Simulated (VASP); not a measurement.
Given:

```
GaAs
1.0
    0.00000     2.88150     2.88150
    2.88150     0.00000     2.88150
    2.88150     2.88150     0.00000
Ga As
1 1
Direct
  0.00000   0.00000   0.00000
  0.25000   0.25000   0.25000
```

Computed with PBE GGA, VASP's PBE PAW potentials (set 64) (plane waves; VASP). Run with 575 eV cut-off, 7×7×7 Γ-centred mesh, Gaussian smearing of 0.050 eV, potentials Ga_d As.

Question: What does the run give for the energy per atom (σ→0), band gap (on the k-mesh) with the smallest direct gap where there is one?

Answer: 
| Property | Value |
|---|---|
| band gap (on the k-mesh) | 0.10 eV |
| smallest direct gap (on the k-mesh) | 0.10 eV |
| energy per atom (σ→0) | -4.132 eV/atom |

Total energies compare only between runs with the same potentials, cut-off and functional.

The compound is GaAs in the zinc blende structure. The cell was not relaxed at this level. The run is one of a series of settings (ENCUT = 575 against the base run), some of them coarse on purpose.
